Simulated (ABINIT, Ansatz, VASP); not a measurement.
# NbCu: 3 runs at one level of theory

```
Nb Cu
1.0
     0.00000    2.56221    2.56221
     2.56221    0.00000    2.56221
     2.56221    2.56221    0.00000
Nb Cu
1 1
Direct
  0.99569 0.99464 0.00385
  0.49393 0.48823 0.50273
```

The cell comes from a database or a generator and needn't be the stable form of this composition.

Atoms were shifted at random by some hundredths of an Å from the given cell, which wasn't relaxed again for these runs.

Alike in all runs: task single point; functional PBE; k mesh 9 × 9 × 9; occupations fermi-dirac, width 0.05 eV; no spin polarisation; no spin-orbit coupling. Pressure is positive in compression and, in plane waves, holds the error of the finite cutoff, which Ansatz's Pulay term estimates and takes out.

```csv
program and potentials,plane-wave cutoff (eV),notes,pressure (GPa),largest force (eV/Å),energy over the undisturbed cell (meV/atom)
"ABINIT, JTH PAW PBE v2.0",707,16 valence electrons an atom on average,-0.09,0.159,0.97
"VASP, PBE PAW files Cu, Nb_sv, 520 eV",520,12 valence electrons an atom on average,0.03,0.154,-
"Ansatz, Ansatz PAW (earlier soft set)",420,16 valence electrons an atom on average,?,?,?
```

Q: Estimate from the other rows what the run with Ansatz, Ansatz PAW (earlier soft set) gave.

A: Pressure 0.04 GPa; largest force 0.155 eV/Å; energy over the undisturbed cell 1.15 meV/atom. Its pressure holds a Pulay term of +0.05 GPa. The other rows, which needn't bracket it: pressure -0.09 to 0.03; largest force 0.154 to 0.159; energy over the undisturbed cell 0.97.
